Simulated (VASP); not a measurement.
The system is In2GeO4.

```
In Ge O
1.0
    -2.01680    2.01680    7.07456
     2.01680   -2.01680    7.07456
     2.01680    2.01680   -7.07456
In Ge O
2 1 4
Direct
  0.13680 0.13680 0.00000
  0.86320 0.86320 0.00000
  0.50000 0.50000 0.00000
  0.32751 0.32751 0.00000
  0.67249 0.67249 0.00000
  0.50000 0.00000 0.50000
  0.00000 0.50000 0.50000
```

The cell was built by a generator and needn't be a form met in nature.

```yaml
Program: VASP 6.6.1
Task: relaxation of cell and atoms
Functional: PBE
Potentials_or_basis: VASP PAW PBE potentials, release 64 (In_d, Ge_d, O)
Cutoff: 520 eV
k_mesh: 5 × 5 × 5
Occupations: gaussian, width 0.15 eV
Spin: no spin polarisation
```

At the start: pressure -16.5 GPa; volume 16.44 Å³/atom.

Problem. Where does the relaxation end?

Solution. Over 11 steps the energy falls by 361.8 meV/atom and the volume is 12.72 Å³/atom (-22.7 %); space group I4/mmm (No. 139, to 0.05 Å).

The path:
```tsv
step	energy change (eV)	largest force (eV/Å)	pressure (GPa)	volume (Å³)
1	0.0000	1.2276	-16.50	115.10
2	-2.0439	1.7600	1.83	89.12
3	-2.0504	1.7602	2.94	88.26
4	-2.4810	0.4317	3.84	86.78
5	-2.4960	0.1189	4.14	86.46
6	-2.5197	0.1389	-2.74	90.72
7	-2.5314	0.1153	-0.55	89.17
8	-2.5313	0.1150	0.91	88.88
9	-2.5315	0.1138	-0.41	89.07
10	-2.5314	0.1075	0.26	88.98
11	-2.5328	0.0421	0.22	89.03
```

Final structure:
```
In Ge O
1.0
    -1.90680    1.90680    6.12134
     1.90680   -1.90680    6.12134
     1.90680    1.90680   -6.12134
In Ge O
2 1 4
Direct
  0.15050 0.15050 0.00000
  0.84950 0.84950 0.00000
  0.50000 0.50000 0.00000
  0.33931 0.33931 0.00000
  0.66069 0.66069 0.00000
  0.50000 0.00000 0.50000
  0.00000 0.50000 0.50000
```

Caveat: the k mesh is coarse (spacing up to 0.44 Å⁻¹), so the values aren't converged; the volume moved by over 15 % at a fixed basis, so the end points are rough.
